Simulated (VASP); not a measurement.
Runs of VASP 6.6.1 on PtSe2. The cell holds a slab with vacuum, 3 atoms: a = 3.724 Å, b = 3.724 Å, c = 20.531 Å, α = 90.00°, β = 90.00°, γ = 120.00°. 

| task | level | cell | k mesh | cutoff (eV) | grid for exact exchange (PRECFOCK) | dipole correction | screening parameter | exchange at q = 0 | gap on the mesh (eV) | largest force (eV/Å) |
| --- | --- | --- | --- | --- | --- | --- | --- | --- | --- | --- |
| relaxation of cell and atoms | PBE+D3(BJ) | relaxed | 9 × 9 × 1 | 600 | - | - | - | - | 1.35 | - |
| band structure | HSE06 | P-3m1, 81.39 Å³/atom | 6 × 6 × 1 | 520 | Fast | yes | 0.2 1/A | - | 2.19 | 0.40 |
| band structure | PBE0 | P-3m1, 81.39 Å³/atom | 6 × 6 × 1 | 520 | Fast | yes | - | truncated | (b) | 0.39 |
| band structure | PBE+D3(BJ) | P-3m1, 81.39 Å³/atom | 6 × 6 × 1 | 520 | - | yes | - | - | 1.63 | (a) |

Alike in all rows: potentials or basis VASP PAW PBE potentials, release 64 (Se, Pt); no spin polarisation; smearing gaussian 0.03 eV.

**Question.** Estimate the missing entries.

**Answer.** (a) 0.01; (b) 2.83.

Caveats: spin-orbit coupling is left out, which moves the levels of the heavy elements; the PAW data sets were made with another functional, which shifts forces and pressure a little (some runs).

A k mesh can miss the band edges, and the runs leave out spin-orbit coupling on Pt, Se.
